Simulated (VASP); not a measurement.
All values below come from PBEsol GGA, VASP's PBE PAW potentials (set 64) (plane waves; VASP).

The input files of a VASP run:

File KPOINTS:
```
Automatic mesh
0
Gamma
9 9 6
0 0 0
```

### POSCAR
```
PtSe2
1
    1.8798477652    -3.2559920895     0.0000000000
    1.8798477652     3.2559920895     0.0000000000
    0.0000000000    -0.0000000000     4.8609730028
Pt Se
1 2
Direct
  0.0000000000   0.0000000000   0.0000000000
  0.3333330000   0.6666670000   0.2612697859
  0.6666670000   0.3333330000   0.7387302141
```

**INCAR**
```
# general
SYSTEM =PtSe2
PREC   =Accurate
ENCUT  =520
LREAL  =.FALSE.   # projection in real space or not
LASPH  =.TRUE.

# electronic loop
EDIFF  =1E-7   # SCF stop (eV)
NELM   =100
ALGO   =Normal   # blocked Davidson
LMAXMIX=6   # l cut-off of mixed one-centre charges

# smearing
ISMEAR =1
SIGMA  =0.1   # width (eV)

# functional
GGA    =PS   # PBEsol

# ions
IBRION =2   # conjugate gradients
NSW    =30   # most ionic steps
ISIF   =4
EDIFFG =-0.01   # ionic stop

# output
LWAVE  =.FALSE.
LCHARG =.FALSE.
```

POTCAR, in this order: Pt Se (PBE.64 set). Program: vasp_std.

Without a dispersion term in the relaxation, distances and binding between the weakly bound layers, chains or molecules are unreliable, and so is what depends on them. Unless said otherwise, spin-orbit coupling is left out, though it shifts the bands of the heavy elements here.

Q: Estimate the energy per atom (σ→0), band gap (on the k-mesh).

A: 
```json
{
 "energy per atom (σ→0)": "-511.5 kJ/mol-atom",
 "band gap (on the k-mesh)": "none (metal, semimetal or under 0.01 eV)"
}
```

**OSZICAR**
```
...
DAV:   8    -0.159085437334E+02    0.25323E-01   -0.73584E-02  1979   0.200E+00    0.874E-01
DAV:   9    -0.159047768287E+02    0.37669E-02   -0.98412E-03  2119   0.104E+00    0.202E-01
DAV:  10    -0.159048156193E+02   -0.38791E-04   -0.13081E-03  2070   0.277E-01    0.388E-02
DAV:  11    -0.159048130462E+02    0.25730E-05   -0.55719E-05  2343   0.761E-02    0.208E-02
DAV:  12    -0.159048132894E+02   -0.24317E-06   -0.58603E-06  1965   0.205E-02    0.374E-03
DAV:  13    -0.159048133937E+02   -0.10430E-06   -0.65897E-07  2427   0.640E-03    0.127E-03
DAV:  14    -0.159048133920E+02    0.17278E-08   -0.82877E-08  1084   0.260E-03
   1 F= -.15904813E+02 E0= -.15904801E+02  d E =-.159048E+02
```

The compound is PtSe2 in the 1T layered structure. It was relaxed first.
